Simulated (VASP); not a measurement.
Input for VASP

KPOINTS:
```
Automatic mesh
0
Gamma
6 6 6
0 0 0
```

INCAR:
```
SYSTEM = CdS
PREC = Accurate
ENCUT = 400
EDIFF = 1E-6
NELM = 60
ALGO = VeryFast
LREAL = .FALSE.
LASPH = .TRUE.
ISMEAR = 0
SIGMA = 0.05
GGA = PE
LMAXMIX = 4
LWAVE = .FALSE.
LCHARG = .FALSE.
ISIF = 2
NELMDL = -1
```

File POSCAR:
```
CdS
1
    0.0000000000     2.9682000000     2.9682000000
    2.9682000000     0.0000000000     2.9682000000
    2.9682000000     2.9682000000     0.0000000000
Cd S
1 1
Direct
  0.0000000000   0.0000000000   0.0000000000
  0.2500000000   0.2500000000   0.2500000000
```

POTCAR, in this order: Cd S (PBE.64 set). Program: vasp_std.

Question: What happens when VASP runs on this input?

Answer: There is a fault: ALGO = VeryFast starts from random orbitals with almost no delay (NELMDL = -1). The run did not converge; its last values are not results. Against the sound run, the energy per atom (σ→0) rises by 477.232 eV/atom; the pressure increases by 906.20 GPa; the band gap decreases by 1.03 eV.

File standard output:
```
...
RMM:  21     0.945342101935E+03   -0.23253E-01    0.12118E+00   825   0.582E+01    0.206E+02
RMM:  22     0.945219464111E+03   -0.12264E+00    0.25400E-01   831   0.567E+01    0.210E+02
RMM:  23     0.945180106628E+03   -0.39357E-01   -0.11564E-01   830   0.552E+01    0.211E+02
RMM:  24     0.944861730579E+03   -0.31838E+00   -0.14113E+00   823   0.540E+01    0.214E+02
RMM:  25     0.944986060965E+03    0.12433E+00    0.26904E-01   832   0.526E+01    0.216E+02
RMM:  26     0.945021777484E+03    0.35717E-01   -0.59462E-01   821   0.514E+01    0.214E+02
RMM:  27     0.944890041041E+03   -0.13174E+00   -0.12340E+00   823   0.502E+01    0.213E+02
RMM:  28     0.944795445192E+03   -0.94596E-01   -0.10375E+00   832   0.492E+01    0.214E+02
RMM:  29     0.944623145315E+03   -0.17230E+00   -0.12252E+00   826   0.481E+01    0.213E+02
RMM:  30     0.944196604255E+03   -0.42654E+00   -0.18283E+00   820   0.473E+01    0.208E+02
RMM:  31     0.944232440087E+03    0.35836E-01   -0.10338E-01   832   0.464E+01    0.207E+02
RMM:  32     0.943595752615E+03   -0.63669E+00   -0.18016E+00   806   0.457E+01    0.218E+02
RMM:  33     0.943935515899E+03    0.33976E+00    0.58498E-01   812   0.448E+01    0.210E+02
RMM:  34     0.944182633329E+03    0.24712E+00   -0.20693E-01   815   0.440E+01    0.196E+02
RMM:  35     0.945230308208E+03    0.10477E+01    0.20104E+00   802   0.434E+01    0.170E+02
RMM:  36     0.946760567489E+03    0.15303E+01    0.16471E+00   807   0.436E+01    0.125E+02
RMM:  37     0.947906627345E+03    0.11461E+01    0.79617E-01   821   0.445E+01    0.738E+01
RMM:  38     0.948460806134E+03    0.55418E+00    0.20532E+00   831   0.444E+01    0.441E+01
RMM:  39     0.948603205714E+03    0.14240E+00    0.89724E-01   829   0.438E+01    0.371E+01
RMM:  40     0.948852878246E+03    0.24967E+00    0.24741E+00   831   0.419E+01    0.253E+01
RMM:  41     0.948791499662E+03   -0.61379E-01   -0.63002E-01   832   0.404E+01    0.179E+01
RMM:  42     0.948921934354E+03    0.13043E+00    0.13158E+00   829   0.393E+01    0.125E+01
RMM:  43     0.948913510698E+03   -0.84237E-02   -0.31970E-02   817   0.384E+01    0.659E+00
RMM:  44     0.948925106976E+03    0.11596E-01    0.79395E-02   827   0.378E+01    0.530E+00
RMM:  45     0.948945514429E+03    0.20407E-01    0.19915E-01   830   0.372E+01    0.750E+00
RMM:  46     0.948956692311E+03    0.11178E-01    0.11692E-01   831   0.366E+01    0.104E+01
RMM:  47     0.948955413061E+03   -0.12792E-02   -0.76905E-03   824   0.361E+01    0.132E+01
RMM:  48     0.948948729414E+03   -0.66836E-02   -0.66595E-02   815   0.356E+01    0.161E+01
RMM:  49     0.948945147815E+03   -0.35816E-02   -0.31933E-02   832   0.351E+01    0.189E+01
RMM:  50     0.948914715606E+03   -0.30432E-01   -0.29906E-01   830   0.347E+01    0.231E+01
RMM:  51     0.948888185579E+03   -0.26530E-01   -0.26040E-01   824   0.342E+01    0.265E+01
RMM:  52     0.948842950720E+03   -0.45235E-01   -0.44835E-01   822   0.338E+01    0.305E+01
RMM:  53     0.948799070376E+03   -0.43880E-01   -0.43355E-01   810   0.334E+01    0.338E+01
RMM:  54     0.948738390017E+03   -0.60680E-01   -0.60145E-01   800   0.330E+01    0.374E+01
RMM:  55     0.948679851103E+03   -0.58539E-01   -0.58011E-01   813   0.326E+01    0.406E+01
RMM:  56     0.948606604192E+03   -0.73247E-01   -0.72714E-01   794   0.323E+01    0.441E+01
RMM:  57     0.948531591508E+03   -0.75013E-01   -0.73882E-01   820   0.319E+01    0.483E+01
RMM:  58     0.948460789311E+03   -0.70802E-01   -0.70204E-01   831   0.316E+01    0.519E+01
RMM:  59     0.948388848844E+03   -0.71940E-01   -0.71427E-01   827   0.312E+01    0.553E+01
RMM:  60     0.948319642443E+03   -0.69206E-01   -0.68694E-01   827   0.309E+01

 -----------------------------------------------------------------------------
|                                                                             |
|           W    W    AA    RRRRR   N    N  II  N    N   GGGG   !!!           |
|           W    W   A  A   R    R  NN   N  II  NN   N  G    G  !!!           |
|           W    W  A    A  R    R  N N  N  II  N N  N  G       !!!           |
|           W WW W  AAAAAA  RRRRR   N  N N  II  N  N N  G  GGG   !            |
|           WW  WW  A    A  R   R   N   NN  II  N   NN  G    G                |
|           W    W  A    A  R    R  N    N  II  N    N   GGGG   !!!           |
|                                                                             |
|     The electronic self-consistency was not achieved in the given           |
|     number of steps (NELM). The forces and other quantities evaluated       |
|     might not be reliable so examine the results carefully. If you find     |
|     spurious results, we suggest increasing NELM, if you were close to      |
|     convergence or switching to a different ALGO or adjusting the           |
|     density mixing parameters otherwise.                                    |
|                                                                             |
 -----------------------------------------------------------------------------

   1 F= 0.94831964E+03 E0= 0.94832107E+03  d E =-.285671E-02
```

### OUTCAR
```
------------------------ aborting loop EDIFF was not reached (unconverged)  ----------------------------
  FORCE on cell =-STRESS in cart. coord.  units (eV):
  Direction    XX          YY          ZZ          XY          YZ          ZX
  --------------------------------------------------------------------------------------
  Total      295.6997555    295.6997555    295.6997555      0.0000000      0.0000000     -0.0000000
  in kB     9058.4120050   9058.4120050   9058.4120050      0.0000000      0.0000000     -0.0000000
  external PRESSURE =    9058.4120050 kB  Pullay stress =       0.0000000 kB
  volume of cell :       52.30
      direct lattice vectors                 reciprocal lattice vectors
     0.000000000  2.968200000  2.968200000    -0.168452261  0.168452261  0.168452261
     2.968200000  0.000000000  2.968200000     0.168452261 -0.168452261  0.168452261
     2.968200000  2.968200000  0.000000000     0.168452261  0.168452261 -0.168452261
  FREE ENERGIE OF THE ION-ELECTRON SYSTEM (eV)
  ---------------------------------------------------
  free  energy   TOTEN  =       948.3196424425 eV

  energy  without entropy=      948.3224991522  energy(sigma->0) =      948.32107080
```
(Selected blocks of OUTCAR.)

To mend it, set ALGO = Normal, remove NELMDL.

The mended run (PBE GGA, plane waves, VASP's PBE PAW potentials (set 64)) converges, and its OSZICAR ends with
```
   1 F= -.61426666E+01 E0= -.61426666E+01  d E =-.214088E-16
```

The compound is CdS in the zinc blende structure, a metastable form; wurtzite is the usual one. The cell was not relaxed at this level.
